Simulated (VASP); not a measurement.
A VASP calculation is set up with these files.

POSCAR:
```
RuAl
1
    3.0298780000     0.0000000000     0.0000000000
    0.0000000000     2.9250070000     0.0000000000
    0.0000000000     0.0000000000     2.9161720000
Al Ru
1 1
Direct
  0.5000000000   0.5000000000   0.5000000000
  0.0314700000   0.0000000000   0.0000000000
```

File KPOINTS:
```
Regular mesh
0
Gamma
 11 11 11
```

### INCAR
```
ALGO = Normal
EDIFF = 1E-6
ENCUT = 400
GGA = PE
ISIF = 2
ISMEAR = 1
LASPH = .True.
LCHARG = .False.
LMAXMIX = 4
LREAL = .False.
LWAVE = .False.
NELM = 100
PREC = Accurate
SIGMA = 0.1
SYSTEM = RuAl
```

POTCAR, in this order: Al Ru_pv (PBE.64 set). Program: vasp_std.

Q: Write an equivalent input for Ansatz.

A: One equivalent input (not run):
Ansatz 0.2 input:
```yaml
crystal:
  lattice:
    - [3.0298780, 0.0000000, 0.0000000]
    - [0.0000000, 2.9250070, 0.0000000]
    - [0.0000000, 0.0000000, 2.9161720]
  atoms:
    - { symbol: Al, position: [0.5000000, 0.5000000, 0.5000000] }
    - { symbol: Ru, position: [0.0314700, 0.0000000, 0.0000000] }
kpoints:
  mp_grid: { grid: [11, 11, 11] }
hamiltonian:
  xc: pbe
  pseudopotentials: { kind: paw }
scf:
  occupations: { method: methfessel_paxton, width: 0.1 }
  max_iter: 100
output: { forces: true, stress: true, eigenvalues: true }
```
Limits of the translation: each code has its own PAW files, so the cut-off isn't converted (ENCUT is set for VASP's; basis.ecutwfc is left out, and Ansatz then takes the one that its files recommend); Ansatz stops its SCF on the density residual and VASP on the energy change (EDIFF).

The compound is RuAl in the CsCl type structure. The cell was not relaxed at this level, atoms are displaced from their ideal sites.
